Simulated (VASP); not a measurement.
## LaP5: single point with PBE

Crystal: LaP5.

```
P La
1.0
     4.44608   -0.94475   -1.61785
     0.40106    7.31854   -0.17297
     4.44604   -0.78759    6.58355
P La
10 2
Direct
  0.30560 0.55454 0.14222
  0.55565 0.62297 0.79453
  0.83873 0.44899 0.06850
  0.78783 0.11531 0.68626
  0.24355 0.00723 0.52845
  0.42770 0.28730 0.96034
  0.71794 0.20695 0.43030
  0.31251 0.33429 0.67516
  0.33736 0.30095 0.32169
  0.54792 0.07633 0.16648
  0.12187 0.86395 0.91992
  0.74752 0.75150 0.41045
```

The cell was built by a generator and needn't be a form met in nature.

```json
{
 "Program": "VASP 6.6.1",
 "Task": "single point",
 "Functional": "PBE",
 "Potentials or basis": "VASP PAW PBE potentials, release 64 (P, La)",
 "Cutoff": "520 eV",
 "k mesh": "3 × 2 × 2",
 "Occupations": "methfessel-paxton, width 0.15 eV",
 "Spin": "no spin polarisation",
 "Dipole correction": "no",
 "Further INCAR settings": "ALGO = Fast; EDIFF = 1e-07; NBANDS = 48"
}
```

```json
{
 "Pressure": "-5.1 GPa",
 "Largest force": "1.131 eV/Å",
 "Band gap on the k mesh": "none (metal or under the smearing width)"
}
```

Forces on the atoms (eV/Å):
```
P   -0.055 -0.779 -0.036
P   -0.378  0.013 -0.986
P    0.380  0.757  0.169
P    0.692 -0.643 -0.193
P   -0.252 -0.279  0.856
P   -0.048  0.506 -0.725
P    0.584 -0.399  0.325
P    0.552  0.729  0.497
P   -0.163  0.347  0.809
P   -0.632 -0.437 -0.830
La  -0.530  0.135 -0.427
La  -0.150  0.047  0.542
```

Stress tensor (GPa, compression positive):
```
-6.76 -2.08  2.18
-2.08 -6.74 -2.06
 2.18 -2.06 -1.75
```

Levels at points of the mesh, in eV from the Fermi level:
```tsv
k point	band 34	band 35	band 36	band 37	band 38	band 39
(0.00, 0.00, 0.00)	-1.14	-0.80	-0.55	0.01	0.21	0.48
(0.00, 0.50, 0.00)	-0.77	-0.69	-0.33	-0.27	0.20	0.67
(0.00, 0.00, 0.50)	-0.83	-0.65	-0.13	-0.08	0.14	0.47
(0.00, 0.50, 0.50)	-0.80	-0.64	-0.40	-0.17	0.35	0.46
```

It took 14 min on 1 thread of Intel(R) Xeon(R) Platinum 8259CL CPU @ 2.50GHz (Skylake/Cascade Lake), with other jobs on the host, peak memory 0.39 GiB.

Caveat: the k mesh is coarse (spacing up to 0.45 Å⁻¹), so the values aren't converged. The run has no spin-orbit coupling, so splittings on La are missing.
